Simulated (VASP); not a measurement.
Input of a VASP 6.6.1 run:

INCAR

```
SYSTEM = TiFe4
ALGO = Normal
EDIFF = 1E-7
ENCUT = 520
GGA = PE
ISIF = 2
ISMEAR = 0
ISPIN = 2
LASPH = .TRUE.
LCHARG = .TRUE.
LELF = .TRUE.
LMAXMIX = 4
LORBIT = 11
LREAL = .FALSE.
LVHAR = .TRUE.
LWAVE = .FALSE.
MAGMOM = -1 4 4 4 4
NBANDS = 34
NELM = 150
PREC = Accurate
SIGMA = 0.1
```

File KPOINTS:

```
k-points
0
G
  6 6 6
  0 0 0
```

POSCAR

```
TiFe4
1.0
    0.0000000000      1.7879490000      9.4368986093
    1.7812670356      0.0000000000      9.4368986093
    1.7812670356      1.7879490000      0.0000000000
Ti Fe
1 4
Direct
    0.0000000000      0.0000000000      0.0000000000
    0.3909085000      0.3909085000      0.6090915000
    0.7997525000      0.7997525000      0.2002475000
    0.2002475000      0.2002475000      0.7997525000
    0.6090915000      0.6090915000      0.3909085000
```

Potentials or basis: VASP PAW PBE potentials, release 64 (Ti_sv, Fe).

Launch:

```console
$ cat potpaw_PBE.64/Ti_sv/POTCAR potpaw_PBE.64/Fe/POTCAR > POTCAR
$ mpirun -np 1 vasp_std > vasp.out
```

Estimate the largest force.

1.010 eV/Å.

Predict the pressure.

-2.3 GPa.

Stress tensor (GPa, compression positive):
```
 0.12  0.00  0.00
 0.00  0.28  0.00
 0.00  0.00 -7.19
```

Caveat: the k mesh is coarse (spacing up to 0.42 Å⁻¹), so the values aren't converged; forces of over 1 eV/Å show positions far from the minimum, so gaps and moduli don't describe the material at rest.
